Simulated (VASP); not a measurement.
# MgS (Niningerite): structure and properties in VASP, part 3 of 4

Aim: relax MgS (Niningerite), then compute properties on the relaxed cell. The start is a cell from a database of measured crystal structures.

VASP 6.6.1; PBEsol; plane waves and PAW (Mg, S).

So far, gap on the k-mesh (eV): step 2 (relaxing cell and atoms (PBEsol)) 2.95; step 3 (second relaxation) 2.73; step 6 (total and projected DOS (PBEsol)) 2.82. The relaxed cell has a = 5.178 Å (conventional setting).

## (7) Dielectric tensor and Born charges (PBEsol)

The response to a static field gives the electronic dielectric tensor and the Born charges. It needs tightly converged orbitals, hence the small EDIFF.

Input file INCAR:

```
SYSTEM = MgS
PREC = Accurate
ENCUT = 400
EDIFF = 1E-08
NELM = 100
ISMEAR = 0
SIGMA = 0.01
LREAL = .FALSE.
ALGO = Normal
GGA = PS
NBANDS = 10
LORBIT = 11
LWAVE = .FALSE.
LCHARG = .FALSE.
KPAR = 2
LEPSILON = .TRUE.
```

Input file POSCAR:

```
MgS
1.0
    0.0000000000      2.5891624412      2.5891624412
    2.5891624412      0.0000000000      2.5891624412
    2.5891624412      2.5891624412      0.0000000000
Mg S
1 1
Direct
    0.0000000000      0.0000000000      0.0000000000
    0.5000000000      0.5000000000      0.5000000000
```

Input file KPOINTS:

```
Automatic mesh
0
Gamma
11 11 11
0 0 0
```

Potentials, in the order of the species: Mg and S (PBE family, release 64).

The run is started by

```sh
$ mpirun -np 2 vasp_std
```

The log of the run:

```text
[... set-up lines as in an earlier step ...]
 entering main loop
       N       E                     dE             d eps       ncg     rms          rms(c)
DAV:   1     0.156165675705E+02    0.15617E+02   -0.31993E+03  1200   0.525E+02
DAV:   2    -0.847857934780E+01   -0.24095E+02   -0.22539E+02  1478   0.922E+01
DAV:   3    -0.943496252886E+01   -0.95638E+00   -0.95541E+00  1356   0.198E+01
DAV:   4    -0.944023070768E+01   -0.52682E-02   -0.52679E-02  1334   0.178E+00
DAV:   5    -0.944026889639E+01   -0.38189E-04   -0.38189E-04  1354   0.141E-01    0.416E+00
DAV:   6    -0.911815696974E+01    0.32211E+00   -0.70887E-01  1200   0.353E+00    0.315E+00
DAV:   7    -0.907752233791E+01    0.40635E-01   -0.18773E-01  1278   0.196E+00    0.194E+00
DAV:   8    -0.907498514861E+01    0.25372E-02   -0.98103E-03  1238   0.616E-01    0.723E-01
DAV:   9    -0.907480010978E+01    0.18504E-03   -0.46427E-04  1236   0.131E-01    0.298E-01
DAV:  10    -0.907479564580E+01    0.44640E-05   -0.12338E-04  1278   0.531E-02    0.113E-02
DAV:  11    -0.907479678232E+01   -0.11365E-05   -0.15488E-06  1352   0.827E-03    0.156E-02
DAV:  12    -0.907479681051E+01   -0.28185E-07   -0.20686E-07  1334   0.262E-03    0.373E-03
DAV:  13    -0.907479675297E+01    0.57536E-07   -0.46163E-08  1196   0.970E-04    0.161E-04
DAV:  14    -0.907479673717E+01    0.15795E-07   -0.54265E-10   650   0.181E-04    0.303E-05
DAV:  15    -0.907479673564E+01    0.15389E-08   -0.50587E-11   612   0.529E-05
   1 F= -.90747967E+01 E0= -.90747967E+01  d E =-.102127E-57
 Linear response reoptimize wavefunctions to high precision
DAV:   1    -0.907479673547E+01    0.16416E-09   -0.25066E-12   648   0.157E-05
DAV:   2    -0.907479673548E+01   -0.12847E-10   -0.17815E-13   612   0.616E-06
 Linear response G [H, r] |phi>, progress :
  Direction:   1
       N       E                     dE             d eps       ncg     rms
RMM:   1    -0.390893129900E+02   -0.39089E+02   -0.29413E+01  2757   0.451E+01
RMM:   2    -0.316202366531E+02    0.74691E+01   -0.25596E+00  1867   0.101E+01
RMM:   3    -0.316395220058E+02   -0.19285E-01   -0.39082E-02  1884   0.135E+00
RMM:   4    -0.316398628416E+02   -0.34084E-03   -0.49487E-04  1970   0.170E-01
RMM:   5    -0.316398763104E+02   -0.13469E-04   -0.11288E-05  1978   0.263E-02
RMM:   6    -0.316398766531E+02   -0.34278E-06    0.51308E-06  2018   0.443E-03
RMM:   7    -0.316398767084E+02   -0.55273E-07    0.44339E-06  1984   0.828E-04
RMM:   8    -0.316398769776E+02   -0.26922E-06   -0.14090E-06  1796   0.192E-04
RMM:   9    -0.316398774986E+02   -0.52101E-06   -0.34493E-06  1531   0.842E-05
RMM:  10    -0.316398768976E+02    0.60102E-06    0.71506E-06  1301   0.669E-05
RMM:  11    -0.316398767545E+02    0.14309E-06    0.75072E-06  1063   0.661E-05
RMM:  12    -0.316398767627E+02   -0.81795E-08    0.99978E-06   947   0.661E-05
RMM:  13    -0.316398767628E+02   -0.12854E-09    0.10754E-05   846   0.664E-05
 Linear response G [H, r] |phi>, progress :
  Direction:   2
       N       E                     dE             d eps       ncg     rms
RMM:   1    -0.365975409760E+02   -0.36598E+02   -0.27305E+01  2747   0.440E+01
RMM:   2    -0.319470906075E+02    0.46505E+01   -0.19295E+00  1837   0.924E+00
RMM:   3    -0.319738610929E+02   -0.26770E-01   -0.33139E-02  1887   0.126E+00
RMM:   4    -0.319742947524E+02   -0.43366E-03   -0.50074E-04  1975   0.167E-01
RMM:   5    -0.319743093449E+02   -0.14593E-04   -0.21966E-05  1966   0.264E-02
RMM:   6    -0.319743097765E+02   -0.43162E-06   -0.49273E-06  2025   0.459E-03
RMM:   7    -0.319743098209E+02   -0.44368E-07   -0.47442E-06  1973   0.872E-04
RMM:   8    -0.319743099548E+02   -0.13387E-06   -0.66049E-06  1800   0.201E-04
RMM:   9    -0.319743105500E+02   -0.59527E-06   -0.91459E-06  1533   0.839E-05
RMM:  10    -0.319743101014E+02    0.44858E-06   -0.50520E-06  1253   0.640E-05
RMM:  11    -0.319743097945E+02    0.30695E-06   -0.38106E-06  1081   0.632E-05
RMM:  12    -0.319743098081E+02   -0.13639E-07   -0.34186E-06   958   0.634E-05
RMM:  13    -0.319743098098E+02   -0.16765E-08   -0.52608E-06   830   0.635E-05
 Linear response G [H, r] |phi>, progress :
  Direction:   3
       N       E                     dE             d eps       ncg     rms
RMM:   1    -0.267295466143E+02   -0.26730E+02    0.84207E+01  2585   0.437E+01
RMM:   2    -0.230019437583E+02    0.37276E+01   -0.23916E+00  1836   0.889E+00
RMM:   3    -0.229974306907E+02    0.45131E-02   -0.46054E-02  1855   0.128E+00
RMM:   4    -0.229972392863E+02    0.19140E-03   -0.58158E-04  1918   0.164E-01
RMM:   5    -0.229972503623E+02   -0.11076E-04   -0.18151E-05  1930   0.258E-02
RMM:   6    -0.229972507188E+02   -0.35650E-06   -0.66627E-07  1961   0.427E-03
RMM:   7    -0.229972507314E+02   -0.12571E-07   -0.59414E-07  1906   0.773E-04
RMM:   8    -0.229972507238E+02    0.75720E-08   -0.23396E-06  1696   0.168E-04
RMM:   9    -0.229972507651E+02   -0.41261E-07    0.75801E-07  1430   0.670E-05
RMM:  10    -0.229972507656E+02   -0.54667E-09    0.59163E-08  1241   0.539E-05
 Linear response to external field (no local field effect), progress :
  Direction:   1
       N       E                     dE             d eps       ncg     rms          rms(c)
RMM:   1    -0.570303498664E+00   -0.57030E+00   -0.22196E+00  2605   0.302E+00
RMM:   2    -0.579325983982E+00   -0.90225E-02   -0.72183E-03  1848   0.494E-01
RMM:   3    -0.579380184345E+00   -0.54200E-04   -0.91589E-05  1841   0.532E-02
RMM:   4    -0.579380699379E+00   -0.51503E-06   -0.13279E-06  1915   0.662E-03
RMM:   5    -0.579380706842E+00   -0.74631E-08   -0.21947E-08  1815   0.804E-04
 change of polarisation eV/A/(eV/A) component  1 :     1.159     0.522     0.100
 dielectric tensor                  component  1 :     7.040     2.721     0.522
 Linear response to external field (no local field effect), progress :
  Direction:   2
       N       E                     dE             d eps       ncg     rms          rms(c)
RMM:   1    -0.576481872683E+00   -0.57648E+00   -0.22526E+00  2586   0.298E+00
RMM:   2    -0.585214470497E+00   -0.87326E-02   -0.76511E-03  1838   0.493E-01
RMM:   3    -0.585263271445E+00   -0.48801E-04   -0.92181E-05  1860   0.529E-02
RMM:   4    -0.585263787127E+00   -0.51568E-06   -0.13400E-06  1917   0.649E-03
RMM:   5    -0.585263794294E+00   -0.71662E-08   -0.21942E-08  1836   0.795E-04
 change of polarisation eV/A/(eV/A) component  2 :     0.522     1.171    -0.117
 dielectric tensor                  component  2 :     2.721     7.102    -0.607
 Linear response to external field (no local field effect), progress :
  Direction:   3
       N       E                     dE             d eps       ncg     rms          rms(c)
RMM:   1    -0.291754601083E+00   -0.29175E+00   -0.93073E-01  2504   0.235E+00
RMM:   2    -0.294907040064E+00   -0.31524E-02   -0.49223E-03  1813   0.397E-01
RMM:   3    -0.294934347636E+00   -0.27308E-04   -0.91307E-05  1830   0.471E-02
RMM:   4    -0.294934565855E+00   -0.21822E-06   -0.16495E-06  1883   0.618E-03
RMM:   5    -0.294934570001E+00   -0.41468E-08   -0.39264E-08  1735   0.789E-04
 change of polarisation eV/A/(eV/A) component  3 :     0.100    -0.117     0.590
 dielectric tensor                  component  3 :     0.522    -0.607     4.075
 Linear response to external field, progress :
  Direction:   1
       N       E                     dE             d eps       ncg     rms          rms(c)
RMM:   1    -0.479675664203E+00   -0.47968E+00   -0.18026E+00  5744   0.278E+00
RMM:   2    -0.486482458387E+00   -0.68068E-02   -0.65914E-03  4130   0.459E-01    0.143E+00
RMM:   3    -0.444855100310E+00    0.41627E-01   -0.38611E-02  4032   0.906E-01    0.717E-01
RMM:   4    -0.454768528423E+00   -0.99134E-02   -0.16966E-02  4168   0.641E-01    0.220E-01
RMM:   5    -0.467069751089E+00   -0.12301E-01   -0.66073E-04  4107   0.177E-01    0.698E-02
RMM:   6    -0.467001263213E+00    0.68488E-04   -0.57579E-06  4317   0.189E-02    0.571E-02
RMM:   7    -0.467411778834E+00   -0.41052E-03   -0.21754E-05  4155   0.243E-02    0.658E-03
RMM:   8    -0.467521676451E+00   -0.10990E-03   -0.14168E-06  4252   0.700E-03    0.310E-03
RMM:   9    -0.467516085440E+00    0.55910E-05   -0.60465E-08  4480   0.132E-03    0.455E-04
RMM:  10    -0.467529354469E+00   -0.13269E-04   -0.89951E-08  4455   0.302E-04    0.577E-05
RMM:  11    -0.467530024912E+00   -0.67044E-06   -0.19731E-07  3416   0.521E-05    0.223E-05
RMM:  12    -0.467530659360E+00   -0.63445E-06   -0.62057E-09  1972   0.380E-05    0.259E-06
 change of polarisation eV/A/(eV/A) component  1 :     0.859     0.299     0.091
 dielectric tensor                  component  1 :     5.476     1.558     0.472
 Linear response to external field, progress :
  Direction:   2
       N       E                     dE             d eps       ncg     rms          rms(c)
RMM:   1    -0.479425389871E+00   -0.47943E+00   -0.18001E+00  5760   0.279E+00
RMM:   2    -0.486482496998E+00   -0.70571E-02   -0.66008E-03  4128   0.461E-01    0.143E+00
RMM:   3    -0.444852354460E+00    0.41630E-01   -0.38601E-02  4035   0.907E-01    0.717E-01
RMM:   4    -0.454765968215E+00   -0.99136E-02   -0.16942E-02  4173   0.640E-01    0.220E-01
RMM:   5    -0.467075273720E+00   -0.12309E-01   -0.65950E-04  4109   0.177E-01    0.701E-02
RMM:   6    -0.467007704448E+00    0.67569E-04   -0.56752E-06  4317   0.189E-02    0.578E-02
RMM:   7    -0.467407951664E+00   -0.40025E-03   -0.22673E-05  4156   0.247E-02    0.679E-03
RMM:   8    -0.467521112206E+00   -0.11316E-03   -0.15162E-06  4250   0.721E-03    0.323E-03
RMM:   9    -0.467515535322E+00    0.55769E-05   -0.56263E-08  4475   0.137E-03    0.441E-04
RMM:  10    -0.467529217240E+00   -0.13682E-04   -0.39236E-08  4463   0.317E-04    0.632E-05
RMM:  11    -0.467529965750E+00   -0.74851E-06   -0.25925E-07  3586   0.594E-05    0.209E-05
RMM:  12    -0.467530662284E+00   -0.69653E-06   -0.69582E-09  1978   0.378E-05    0.227E-06
 change of polarisation eV/A/(eV/A) component  2 :     0.262     0.859     0.009
 dielectric tensor                  component  2 :     1.368     5.476     0.047
 Linear response to external field, progress :
  Direction:   3
       N       E                     dE             d eps       ncg     rms          rms(c)
RMM:   1    -0.479438918972E+00   -0.47944E+00   -0.18002E+00  5760   0.279E+00
RMM:   2    -0.486482513923E+00   -0.70436E-02   -0.65992E-03  4130   0.461E-01    0.143E+00
RMM:   3    -0.444852684239E+00    0.41630E-01   -0.38601E-02  4035   0.907E-01    0.717E-01
RMM:   4    -0.454766144625E+00   -0.99135E-02   -0.16944E-02  4172   0.640E-01    0.220E-01
RMM:   5    -0.467075103398E+00   -0.12309E-01   -0.65953E-04  4118   0.177E-01    0.701E-02
RMM:   6    -0.467007459030E+00    0.67644E-04   -0.56776E-06  4319   0.189E-02    0.578E-02
RMM:   7    -0.467408103134E+00   -0.40064E-03   -0.22639E-05  4158   0.247E-02    0.679E-03
RMM:   8    -0.467521133601E+00   -0.11303E-03   -0.15094E-06  4249   0.720E-03    0.323E-03
RMM:   9    -0.467515556996E+00    0.55766E-05   -0.36794E-08  4463   0.137E-03    0.441E-04
RMM:  10    -0.467529223830E+00   -0.13667E-04    0.57341E-08  4462   0.316E-04    0.629E-05
RMM:  11    -0.467529970222E+00   -0.74639E-06   -0.17707E-07  3584   0.592E-05    0.209E-05
RMM:  12    -0.467530662781E+00   -0.69256E-06   -0.15670E-08  1938   0.379E-05    0.227E-06
 change of polarisation eV/A/(eV/A) component  3 :     0.056     0.215     0.859
 dielectric tensor                  component  3 :     0.294     1.120     5.476
 Born effective charges drift removed
```

The job ended after 52 s (2 MPI ranks of Intel Xeon Platinum 8375C at 2.90GHz (Ice Lake), shared host; peak memory 0.39 GiB; 1.7 min of CPU time).

OUTCAR, selected parts (step 7):

```text
   k-points           NKPTS =     56   k-points in BZ     NKDIM =     56   number of bands    NBANDS=     10

   NELECT =       8.0000    total number of electrons

  Total       -0.0020558     -0.0020558     -0.0020558      0.0000000      0.0000000      0.0000000
  in kB       -0.0948818     -0.0948818     -0.0948818      0.0000000      0.0000000      0.0000000
  external PRESSURE =      -0.0948818 kB  Pullay stress =       0.0000000 kB

 POSITION                                       TOTAL-FORCE (eV/Angst)
 -----------------------------------------------------------------------------------
      0.00000      0.00000      0.00000         0.000000     -0.000000     -0.000000
      2.58916      2.58916      2.58916        -0.000000      0.000000      0.000000
 -----------------------------------------------------------------------------------
    total drift:                               -0.000000     -0.000000      0.000000

 MACROSCOPIC STATIC DIELECTRIC TENSOR (including local field effects in DFT)
 ------------------------------------------------------
           5.476020     0.000000    -0.000000
           0.000000     5.476020    -0.000000
           0.000000     0.000000     5.476020
 ------------------------------------------------------

 PIEZOELECTRIC TENSOR (including local field effects)  for field in x, y, z        (C/m^2)
          XX          YY          ZZ          XY          YZ          ZX
  --------------------------------------------------------------------------------
  x     0.00000     0.00000     0.00000     0.00000     0.00000     0.00000
  y     0.00000     0.00000     0.00000     0.00000     0.00000     0.00000
  z     0.00000     0.00000     0.00000     0.00000     0.00000     0.00000

 BORN EFFECTIVE CHARGES (including local field effects) (in |e|, cummulative output)
 ---------------------------------------------------------------------------------
 ion    1
    1     2.30201     0.00000     0.00000
    2    -0.00000     2.30201     0.00000
    3    -0.00000    -0.00000     2.30201
 ion    2
    1    -2.30201    -0.00000    -0.00000
    2     0.00000    -2.30201    -0.00000
    3     0.00000     0.00000    -2.30201

[... 7 parts as in an earlier step ...]

[... 3 further parts left out ...]
```

Energies printed during the response cycles are not total energies of the cell.

This step gave:

| Item | Value |
| --- | --- |
| bands | 10 |
| Fermi energy | 3.916 eV |
| pressure | -0.009488 GPa |

Electronic dielectric tensor with local fields:

```
5.48 0.00 0.00
0.00 5.48 0.00
0.00 0.00 5.48
```

Born effective charge (e), principal values of the symmetric part by kind of site:

| atom | atoms with these values | low | middle | high | mean |
| --- | --- | --- | --- | --- | --- |
| Mg1 | 1 | 2.30 | 2.30 | 2.30 | 2.30 |
| S2 | 1 | -2.30 | -2.30 | -2.30 | -2.30 |

In full for S2:

```
-2.30  0.00  0.00
 0.00 -2.30  0.00
 0.00  0.00 -2.30
```

The Born charges sum to zero; the printed set may have that rule imposed, so this is no test. The mean Born charge of S, -2.30 e, exceeds its nominal -2, the mark of charge that flows along bonds as atoms move.

## (8) Optical spectrum (PBEsol)

LOPTICS sums transitions from filled to empty bands. NBANDS is raised for it.

Input file INCAR:

```
SYSTEM = MgS
PREC = Accurate
ENCUT = 400
EDIFF = 1E-06
NELM = 100
ISMEAR = 0
SIGMA = 0.05
LREAL = .FALSE.
ALGO = Normal
GGA = PS
NBANDS = 20
LORBIT = 11
LWAVE = .FALSE.
LCHARG = .FALSE.
KPAR = 2
LOPTICS = .TRUE.
NEDOS = 1500
CSHIFT = 0.1
```

POSCAR is that of step 7.

KPOINTS is that of step 7.

The run is started by

```sh
$ mpirun -np 2 vasp_std
```

The log of the run:

```text
[... set-up lines as in an earlier step ...]
 entering main loop
       N       E                     dE             d eps       ncg     rms          rms(c)
DAV:   1     0.158136035894E+02    0.15814E+02   -0.28287E+03  2432   0.262E+02
DAV:   2    -0.864206202724E+01   -0.24456E+02   -0.23542E+02  3004   0.684E+01
DAV:   3    -0.943688678914E+01   -0.79482E+00   -0.79186E+00  2720   0.110E+01
DAV:   4    -0.944024850980E+01   -0.33617E-02   -0.33614E-02  2628   0.793E-01
DAV:   5    -0.944026915674E+01   -0.20647E-04   -0.20647E-04  2672   0.624E-02    0.416E+00
DAV:   6    -0.911787842887E+01    0.32239E+00   -0.46333E-01  2536   0.176E+00    0.317E+00
DAV:   7    -0.907746281553E+01    0.40416E-01   -0.13542E-01  2768   0.107E+00    0.192E+00
DAV:   8    -0.907498269081E+01    0.24801E-02   -0.84987E-03  2440   0.327E-01    0.694E-01
DAV:   9    -0.907481194443E+01    0.17075E-03   -0.29293E-04  2596   0.584E-02    0.356E-01
DAV:  10    -0.907479871994E+01    0.13224E-04   -0.16514E-04  2684   0.368E-02    0.718E-02
DAV:  11    -0.907479701185E+01    0.17081E-05   -0.42614E-06  2568   0.760E-03    0.233E-02
DAV:  12    -0.907479685560E+01    0.15625E-06   -0.40904E-07  1484   0.221E-03
   1 F= -.90747969E+01 E0= -.90747969E+01  d E =-.162831E-10
 optical routines
 imaginary and real dielectric function
 recalculating local potential from charge density
 direction            1
 direction            2
 direction            3
```

Wall time 11 s (2 MPI ranks); peak memory 0.32 GiB; 20 s of CPU time.

OUTCAR, selected parts (step 8):

```text
   k-points           NKPTS =     56   k-points in BZ     NKDIM =     56   number of bands    NBANDS=     20

   NELECT =       8.0000    total number of electrons

 E-fermi :   4.0005

 k-point     4 :       0.2727    0.0000    0.0000
  band No.  band energies     occupation
      1      -8.2856      2.00000
      2       0.6084      2.00000
      3       3.4262      2.00000
      4       3.4262      2.00000
      5       8.6407      0.00000
      6      11.4218      0.00000
      7      11.4218      0.00000
      8      12.3968      0.00000
      9      14.3447      0.00000
    ...

  Total       -0.0032087     -0.0032087     -0.0032087      0.0000000      0.0000000     -0.0000000
  in kB       -0.1480904     -0.1480904     -0.1480904      0.0000000      0.0000000     -0.0000000
  external PRESSURE =      -0.1480904 kB  Pullay stress =       0.0000000 kB

  FREE ENERGIE OF THE ION-ELECTRON SYSTEM (eV)
  ---------------------------------------------------
  free  energy   TOTEN  =        -9.0747968556 eV

  energy  without entropy=       -9.0747968556  energy(sigma->0) =       -9.07479686

 plasma frequency squared (from intraband transitions) (eV^2)
  --------------------------------------------------------------------------------------
       0.000       0.000      -0.000
      -0.000       0.000       0.000
       0.000       0.000       0.000

[... 15 parts as in an earlier step ...]

[... 2 further parts left out ...]
```

These are independent-particle spectra without excitons or local fields. Their onset and peaks carry the functional's gap error, and fine structure and low peaks depend on the mesh and on CSHIFT.

This step gave:

```yaml
bands: 20
fermi_energy: 4.000 eV
pressure: -0.01481 GPa
```

Imaginary dielectric function, xx against photon energy; read off at these points:

| photon energy (eV) | imaginary dielectric function, xx |
| --- | --- |
| 0.0 | 0 |
| 1.0 | 0.0259 |
| 2.0 | 0.0629 |
| 3.0 | 0.143 |
| 4.0 | 0.581 |
| 5.0 | 7.27 |
| 5.6 | 14.7 |
| 6.0 | 16.3 |
| 7.0 | 8.80 |
| 7.6 | 10.3 |
| 8.0 | 7.65 |
| 8.2 | 8.91 |
| 9.0 | 4.52 |
| 10.0 | 2.71 |
| 11.0 | 1.84 |
| 12.0 | 1.19 |
| 13.0 | 0.746 |
| 14.0 | 0.578 |
| 15.0 | 0.296 |
| 16.0 | 0.320 |
| 17.0 | 0.205 |
| 18.0 | 0.249 |
| 19.0 | 0.197 |
| 20.0 | 0.235 |
| 21.0 | 0.152 |
| 22.0 | 0.135 |
| 23.0 | 0.114 |
| 24.0 | 0.0957 |

(Part 3 of 4 ends here.)

[Lines on the potential files, build, host, timing and source positions are cut from VASP's logs without a mark.]

[Logs are printed without paths, hosts, clocks, repeated set-up lines and the standing remarks that a program may print on its own settings, such as how far it seeks lower states.]

[Hosts, paths, dates, database ids (printed as entryN), source tags and the programs' standing remarks are cut or masked in the printed files.]

[A measured line is paired with the nearest computed mode of its activity, which favours agreement.]

[In band tables of VASP the shares of atoms and orbitals are scaled to a sum of 1 inside the atoms' spheres.]
